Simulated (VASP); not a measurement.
Data:

```yaml
crystal:
  lattice:
    - [0.00000, 3.02500, 3.02500]
    - [3.02500, 0.00000, 3.02500]
    - [3.02500, 3.02500, 0.00000]
  atoms:
    - { symbol: Cu, position: [0.00000, 0.00000, 0.00000] }
    - { symbol: I, position: [0.25000, 0.25000, 0.25000] }
```

Method: PBE GGA, VASP's PBE PAW potentials (set 64) (plane waves; VASP). Run with 300 eV cut-off, 5×5×5 Γ-centred mesh, Fermi-Dirac smearing of 0.010 eV, potentials Cu I.

Unless said otherwise, spin-orbit coupling is left out, though it shifts the bands of the heavy elements here.

Question: Predict the energy per atom (σ→0), band gap (on the k-mesh) with the smallest direct gap where there is one.

Answer: 
```yaml
band gap (on the k-mesh): 1.16 eV
smallest direct gap (on the k-mesh): 1.16 eV
energy per atom (σ→0): -267.9 kJ/mol of atoms
```

The absolute energy has meaning only against runs of the same code, potentials and settings.

The structure is a typed CuI crystal. The cell was not relaxed at this level.
